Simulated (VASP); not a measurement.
Data:

```
CELL_PARAMETERS angstrom
      1.77000    -3.06573     0.00000
      1.77000     3.06573     0.00000
      0.00000     0.00000     5.04000
ATOMIC_POSITIONS crystal
  Pt 0.00000 0.00000 0.00000
  S  0.33333 0.66667 0.23000
  S  0.66667 0.33333 0.77000
```

These are PBE GGA, VASP's PBE PAW potentials (set 64) (plane waves; VASP 6.6.1) values and carry that method's errors. Settings: 400 eV cut-off, 7×7×4 Γ-centred mesh, Gaussian smearing of 0.050 eV, potentials Pt S.

Problem. Which forces act on the atoms, in eV/Å?

Solution. 
```json
[
 {"atom": "Pt1", "Fx": "0.000", "Fy": "0.000", "Fz": "0.000"},
 {"atom": "S2", "Fx": "0.000", "Fy": "0.000", "Fz": "1.015"},
 {"atom": "S3", "Fx": "0.000", "Fy": "0.000", "Fz": "-1.015"}
]
```

Problem. Give the stress tensor in GPa (positive for a compressed cell).

Solution. 
```
10.63   0.00   0.00
 0.00  10.63   0.00
 0.00   0.00   9.08
```
The pressure is its mean diagonal, 10.11 GPa.

The compound is PtS2 in the 1T layered structure. The cell was not relaxed at this level.
